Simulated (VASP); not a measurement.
Output of a VASP run:

**OSZICAR**
```
...
DAV:   5    -0.773286911738E+01   -0.23130E-02   -0.23129E-02   949   0.139E+00    0.420E+00
DAV:   6    -0.761316447285E+01    0.11970E+00   -0.11283E-01  1003   0.737E+00    0.255E+00
DAV:   7    -0.756524173824E+01    0.47923E-01   -0.92940E-02   849   0.312E+00    0.460E-01
DAV:   8    -0.756558277032E+01   -0.34103E-03   -0.67096E-03   894   0.129E+00    0.198E-01
DAV:   9    -0.756577974913E+01   -0.19698E-03   -0.64450E-04   812   0.196E-01    0.735E-02
DAV:  10    -0.756575432700E+01    0.25422E-04   -0.27536E-05   939   0.484E-02    0.142E-02
DAV:  11    -0.756575970272E+01   -0.53757E-05   -0.10623E-05   884   0.219E-02    0.329E-03
DAV:  12    -0.756575980807E+01   -0.10535E-06   -0.42141E-07   547   0.101E-02
   1 F= 0.96724856E+00 E0= 0.96724856E+00  d E =0.967249E+00
       N       E                     dE             d eps       ncg     rms          rms(c)
DAV:   1    -0.137081039007E+02   -0.61423E+01   -0.82408E+01   994   0.159E+02    0.185E+01
DAV:   2    -0.683776389327E+01    0.68703E+01   -0.25514E+01   934   0.226E+02    0.588E+00
DAV:   3    -0.581448342184E+01    0.10233E+01   -0.13642E+00   844   0.187E+01    0.343E+00
DAV:   4    -0.547208593605E+01    0.34240E+00   -0.19547E-01   928   0.520E+00    0.529E-01
DAV:   5    -0.546643110312E+01    0.56548E-02   -0.13317E-02  1121   0.185E+00    0.343E-01
DAV:   6    -0.546297067588E+01    0.34604E-02   -0.36343E-03  1137   0.115E+00    0.188E-02
DAV:   7    -0.546303423075E+01   -0.63555E-04   -0.58537E-04   779   0.245E-01    0.430E-02
DAV:   8    -0.546303730773E+01   -0.30770E-05   -0.91171E-06  1099   0.302E-02    0.209E-02
DAV:   9    -0.546303937635E+01   -0.20686E-05   -0.28432E-06   809   0.252E-02    0.948E-03
DAV:  10    -0.546303925963E+01    0.11671E-06   -0.42888E-07   407   0.173E-02
   2 F= 0.14175204E+01 E0= 0.14177011E+01  d E =0.450272E+00
       N       E                     dE             d eps       ncg     rms          rms(c)
DAV:   1    -0.106049997514E+02   -0.51420E+01   -0.51681E+01   999   0.191E+02    0.103E+01
DAV:   2    -0.795653240487E+01    0.26485E+01   -0.41475E+00   949   0.418E+01    0.506E+00
DAV:   3    -0.721963357540E+01    0.73690E+00   -0.11641E+00  1009   0.234E+01    0.799E-01
DAV:   4    -0.714861270061E+01    0.71021E-01   -0.18730E-01   922   0.948E+00    0.373E-01
DAV:   5    -0.714523932622E+01    0.33734E-02   -0.22075E-02   919   0.340E+00    0.169E-01
DAV:   6    -0.714389750695E+01    0.13418E-02   -0.46621E-03   929   0.144E+00    0.350E-02
DAV:   7    -0.714380152443E+01    0.95983E-04   -0.93022E-04   979   0.705E-01    0.118E-02
DAV:   8    -0.714380387517E+01   -0.23507E-05   -0.12995E-04   884   0.189E-01    0.447E-03
DAV:   9    -0.714380387051E+01    0.46539E-08   -0.51674E-06   804   0.222E-02
   3 F= 0.87151496E+00 E0= 0.87151574E+00  d E =-.957336E-01
       N       E                     dE             d eps       ncg     rms          rms(c)
DAV:   1    -0.711988309044E+01    0.23921E-01   -0.20817E-02  1004   0.309E+00    0.234E-01
DAV:   2    -0.711859360232E+01    0.12895E-02   -0.25086E-03   969   0.130E+00    0.105E-01
DAV:   3    -0.711829387236E+01    0.29973E-03   -0.27978E-04  1004   0.364E-01    0.264E-02
DAV:   4    -0.711825720253E+01    0.36670E-04   -0.41243E-05   932   0.995E-02    0.705E-03
DAV:   5    -0.711825584590E+01    0.13566E-05   -0.15649E-06   556   0.186E-02    0.213E-03
DAV:   6    -0.711825578180E+01    0.64102E-07   -0.51213E-07   382   0.137E-02
   4 F= 0.87124440E+00 E0= 0.87124556E+00  d E =-.960042E-01
```

**OUTCAR**
```
------------------------ aborting loop because EDIFF is reached ----------------------------------------
  FORCE on cell =-STRESS in cart. coord.  units (eV):
  Direction    XX          YY          ZZ          XY          YZ          ZX
  --------------------------------------------------------------------------------------
  Total        7.9853162      7.9853162      7.9853162     -0.0000000      0.0000000      0.0000000
  in kB      299.8428960    299.8428960    299.8428960     -0.0000000      0.0000000      0.0000000
  external PRESSURE =      -0.1571040 kB  Pullay stress =     300.0000000 kB
  volume of cell :       42.67
      direct lattice vectors                 reciprocal lattice vectors
     0.000000000  2.773488148  2.773488148    -0.180278398  0.180278398  0.180278398
     2.773488148  0.000000000  2.773488148     0.180278398 -0.180278398  0.180278398
     2.773488148  2.773488148  0.000000000     0.180278398  0.180278398 -0.180278398
  FREE ENERGIE OF THE ION-ELECTRON SYSTEM (eV)
  ---------------------------------------------------
  free  energy   TOTEN  =        -7.1182557818 eV

  energy  without entropy=       -7.1182534569  energy(sigma->0) =       -7.11825462
  enthalpy is  TOTEN    =         0.8712443985 eV   P V=        7.9895001804

 reached required accuracy - stopping structural energy minimisation
```
(Selected blocks of OUTCAR.)

POSCAR:
```
GaSb
1
    0.0000000000     2.8350050349     2.8350050349
    2.8350050349     0.0000000000     2.8350050349
    2.8350050349     2.8350050349     0.0000000000
Ga Sb
1 1
Direct
  0.0000000000   0.0000000000   0.0000000000
  0.2500000000   0.2500000000   0.2500000000
```

Question: Write an INCAR and KPOINTS that could have produced this output.

Answer: Several could match; the one computed here: the input of the run itself, PBEsol GGA, plane waves, VASP's PBE PAW potentials (set 64).

### INCAR
```
PREC  =  Accurate
LASPH  =  .TRUE.
ENCUT  =  500
ISIF  =  3
LCHARG  =  .FALSE.
GGA  =  PS
NELM  =  100   ! most electronic steps
NSW  =  40
LMAXMIX  =  4   ! l cut-off of mixed one-centre charges
SIGMA  =  0.05   ! width (eV)
LWAVE  =  .FALSE.
LREAL  =  .FALSE.
PSTRESS  =  300   ! kbar
EDIFFG  =  -0.02   ! ionic stop
EDIFF  =  1E-6   ! SCF stop (eV)
ISMEAR  =  0
IBRION  =  2
ALGO  =  Normal   ! blocked Davidson
SYSTEM  =  GaSb
```

### KPOINTS
```
Automatic mesh
0
Gamma
8 8 8
0 0 0
```

POTCAR, in this order: Ga_d Sb (PBE.64 set). Program: vasp_std.

Energy and stress use the plane-wave basis of the starting cell.

The compound is GaSb in the zinc blende structure. This run relaxes it under an external pressure of 30 GPa. Symmetry was kept, so distortions that lower it aren't found.
